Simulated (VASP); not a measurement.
Given:

```
CELL_PARAMETERS angstrom
      2.84803     0.00000     0.00000
     -1.42402     2.46647     0.00000
      0.00000     0.00000     4.71948
ATOMIC_POSITIONS crystal
  Ag 0.33333 0.66667 0.25000
  Ag 0.66667 0.33333 0.75000
```

Calculation: PBEsol GGA, VASP's PBE PAW potentials (set 64) (plane waves; VASP). Numerical set-up: 400 eV cut-off, Gaussian smearing of 0.050 eV, potentials Ag.

Estimate the band gap (along the path) with the smallest direct gap where there is one.

```
Quantity                                                      Value
-------------------------  ----------------------------------------
band gap (along the path)  none (metal, semimetal or under 0.01 eV)
```

Only differences to runs with the same potentials and settings are physical.

The structure was generated: Ag was put into the hcp type (P6_3/mmc), which need not be its known phase. It was relaxed first.
